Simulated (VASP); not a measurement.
Consider the following.

```
BN
1.0
    0.00000     1.81272     1.81272
    1.81272     0.00000     1.81272
    1.81272     1.81272     0.00000
B N
1 1
Cartesian
  0.00000   0.00000   0.00000
  0.90636   0.90636   0.90636
```

Level of theory: PBE GGA, VASP's PBE PAW potentials (set 64) (plane waves; VASP 6.6.1). Settings: 520 eV cut-off, 14×14×14 Γ-centred mesh, tetrahedra with Blöchl corrections, potentials B N.

What does the run give for the energy per atom (σ→0), band gap (on the k-mesh) with the smallest direct gap where there is one?

```
Quantity                                     Result
-----------------------------------  --------------
band gap (on the k-mesh)                    4.45 eV
smallest direct gap (on the k-mesh)         8.78 eV
energy per atom (σ→0)                -8.726 eV/atom
```

The compound is BN in the zinc blende structure. It was relaxed first.
